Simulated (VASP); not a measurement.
Given:

```
TiSi2
1.0
    1.79776    -6.88433     0.00000
    1.79776     6.88433     0.00000
    0.00000     0.00000     3.63113
Ti Si
2 4
Cartesian
  1.79776  -5.46450   2.72334
  1.79776   5.46450   0.90778
  1.79776  -0.80202   2.72334
  1.79776   0.80202   0.90778
  1.79776   3.44643   2.72334
  1.79776  -3.44643   0.90778
```

These are PBE GGA, VASP's PBE PAW potentials (set 64) (plane waves; VASP) values and carry that method's errors. Numerical set-up: 300 eV cut-off, 7×7×7 Γ-centred mesh, Fermi-Dirac smearing of 0.10 eV, potentials Ti_sv Si.

At this cut-off the stress carries a Pulay error, which pulls relaxed volumes low.

Task: Which forces act on the atoms, in eV/Å?

Result: 
| atom | Fx | Fy | Fz |
|---|---|---|---|
| Ti1 | 0.000 | 0.133 | 0.000 |
| Ti2 | 0.000 | -0.133 | 0.000 |
| Si3 | 0.000 | -0.009 | 0.000 |
| Si4 | 0.000 | 0.009 | 0.000 |
| Si5 | 0.000 | 0.004 | 0.000 |
| Si6 | 0.000 | -0.004 | 0.000 |

Task: Give the stress tensor in GPa (positive for a compressed cell).

Result: 
```
-5.43   0.00   0.00
 0.00  -4.85   0.00
 0.00   0.00  -6.24
```
The pressure is its mean diagonal, -5.50 GPa.

The structure comes from a computed database's TiSi2 entry; how it stands against other phases isn't given here. The cell was not relaxed at this level.
